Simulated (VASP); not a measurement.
Input:

```xyz
4
Lattice="2.3374 -4.0486 0.0000 2.3374 4.0486 0.0000 0.0000 0.0000 7.6357" Properties=species:S:1:pos:R:3 pbc="T T T"
Ag     2.3374    -1.3495     3.8187
Ag     2.3374     1.3495     0.0009
I      2.3374    -1.3495     6.6804
I      2.3374     1.3495     2.8625
```

Calculation: PBE GGA, VASP's PBE PAW potentials (set 64) (plane waves; VASP 6.6.1). Numerical set-up: 400 eV cut-off, 6×6×4 Γ-centred mesh, tetrahedra with Blöchl corrections, potentials Ag I.

**Question.** The job: AgI (wurtzite), 4 atoms, PBE, static run, 400 eV, 6×6×4 Γ-centred mesh. Roughly how much core time does it take on a busy server core?

**Answer.** About 70 core-seconds (one run on a shared machine, a rough figure). It had 21 irreducible k-points, 22 bands, up to 2649 plane waves and 15 electronic steps.

The compound is AgI in the wurtzite structure. It was relaxed first, which changed the volume by +5 %.
